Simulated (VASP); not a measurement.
A convergence study with VASP on Eu (space group Im-3m): a few settings are varied, all else stays as given below, so the limit is that of these other settings.

```xyz
1
Lattice="-2.2786 2.2786 2.2786 2.2786 -2.2786 2.2786 2.2786 2.2786 -2.2786" Properties=species:S:1:pos:R:3 pbc="T T T"
Eu     0.0000     0.0000     0.0000
```
Starting moments (μB, in the order of the record's atoms Eu): 7.0.

All values below come from PBE GGA, VASP's PBE PAW potentials (set 64) (plane waves; VASP). The last row used: 300 eV cut-off, 16×16×16 Γ-centred mesh, Fermi-Dirac smearing of 0.010 eV, potentials Eu.

```json
[
 {"setting": "SIGMA = 1.0", "E (eV/atom)": "-10.7466", "pressure (GPa)": "-1.50", "moment (μB)": "5.154", "irreducible k-points": "145"},
 {"setting": "SIGMA = 0.5", "E (eV/atom)": "-11.4005", "pressure (GPa)": "-2.42", "moment (μB)": "7.160", "irreducible k-points": "145"},
 {"setting": "SIGMA = 0.3", "E (eV/atom)": "-11.3447", "pressure (GPa)": "-2.80", "moment (μB)": "7.341", "irreducible k-points": "145"},
 {"setting": "SIGMA = 0.2", "E (eV/atom)": "-11.3305", "pressure (GPa)": "-2.97", "moment (μB)": "7.367", "irreducible k-points": "145"},
 {"setting": "SIGMA = 0.1", "E (eV/atom)": "-11.3351", "pressure (GPa)": "-3.32", "moment (μB)": "7.353", "irreducible k-points": "145"},
 {"setting": "SIGMA = 0.05", "E (eV/atom)": "-11.3418", "pressure (GPa)": "-3.39", "moment (μB)": "7.334", "irreducible k-points": "145"},
 {"setting": "SIGMA = 0.02", "E (eV/atom)": "-11.3423", "pressure (GPa)": "-3.48", "moment (μB)": "7.312", "irreducible k-points": "145"},
 {"setting": "SIGMA = 0.01", "E (eV/atom)": "-11.3423", "pressure (GPa)": "-3.52", "moment (μB)": "7.309", "irreducible k-points": "145"}
]
```

VASP warned of too few bands at SIGMA = 1.0; SIGMA = 0.5.

Left out are rungs that failed or repeat a setting and relaxations that didn't move; long series are thinned to 24 rows.

The structure is a typed Eu crystal (space group no. 229). The cell was not relaxed at this level. The spin order is the one that the start imposed; others were not tried in this run. VASP warned that the highest band is occupied, so more bands are needed.
